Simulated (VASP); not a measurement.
Method: r2SCAN meta-GGA, VASP's PBE PAW potentials (set 64) (plane waves; VASP).

Input for VASP

**INCAR**
```
SYSTEM = MgI2
PREC = Accurate
ENCUT = 520
EDIFF = 1E-6
NELM = 100
ALGO = Normal
LREAL = .FALSE.
LASPH = .TRUE.
ISMEAR = 0
SIGMA = 0.05
METAGGA = R2SCAN
LMIXTAU = .TRUE.
LMAXMIX = 4
LWAVE = .FALSE.
LCHARG = .FALSE.
IBRION = 2
ISIF = 3
NSW = 60
EDIFFG = -0.02
```

KPOINTS:
```
K-points
0
gamma
  6 6 3
0 0 0
```

**POSCAR**
```
MgI2
1
    2.0935659351    -3.6261621318     0.0000000000
    2.0935659351     3.6261621318    -0.0000000000
   -0.0000000000    -0.0000000000     7.0935826154
Mg I
1 2
Direct
  0.0000000000   0.0000000000   0.0000000000
  0.3333330000   0.6666670000   0.2343340255
  0.6666670000   0.3333330000   0.7656659745
```

POTCAR, in this order: Mg I (PBE.64 set). Program: vasp_std.

Task: What will the output report for the number of irreducible k-points (NKPTS), largest plane-wave count, number of space-group operations, FFT grid (NGX, NGY, NGZ)?

Result: 
The number of irreducible k-points (NKPTS) is 17 and the largest plane-wave count is 2937. The number of space-group operations comes out as 12 and the FFT grid (NGX, NGY, NGZ) is 32 × 32 × 54.

The compound is MgI2 in the 1T layered structure. It was relaxed first, which changed the volume by +5 %. The start is the result of an earlier pass.
